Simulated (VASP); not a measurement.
SnO2 (Cassiterite), 6 atoms in the cell. The structure is tetragonal, space group P4_2/mnm (No. 136). Conventional cell: a = 4.738 Å, b = 4.738 Å, c = 3.187 Å, α = 90.00°, β = 90.00°, γ = 90.00°. Around Sn (site symmetry mmm) lie 6 O at 2.05 to 2.06 Å. O (site symmetry m2m) is surrounded by 3 Sn at 2.05 to 2.06 Å. 

| Item | Value |
| --- | --- |
| Program | VASP 6.6.1 |
| Task | single point |
| Functional | LDA |
| Potentials or basis | VASP PAW LDA potentials, release 64 (Sn_d, O) |
| Cutoff | 520 eV |
| k mesh | 4 × 4 × 5 |
| Occupations | gaussian, width 0.01 eV |
| Spin | no spin polarisation |
| Dipole correction | no |
| Further INCAR settings | ALGO = Normal; EDIFF = 1e-06; NBANDS = 35 |

Potentials or basis: VASP PAW LDA potentials, release 64 (Sn_d, O).

The run is started by

```console
$ cat potpaw_LDA.64/Sn_d/POTCAR potpaw_LDA.64/O/POTCAR > POTCAR
$ mpirun -np 1 vasp_std > vasp.out
```

Hardware: 1 thread of Intel(R) Xeon(R) Platinum 8488C (Sapphire Rapids), on a shared host.

Q: How long does it take, and how much memory?

A: It took 19 s on 1 thread of Intel(R) Xeon(R) Platinum 8488C (Sapphire Rapids) (shared host), peak memory 0.16 GiB. Counts: scf iterations 14, k points 18.
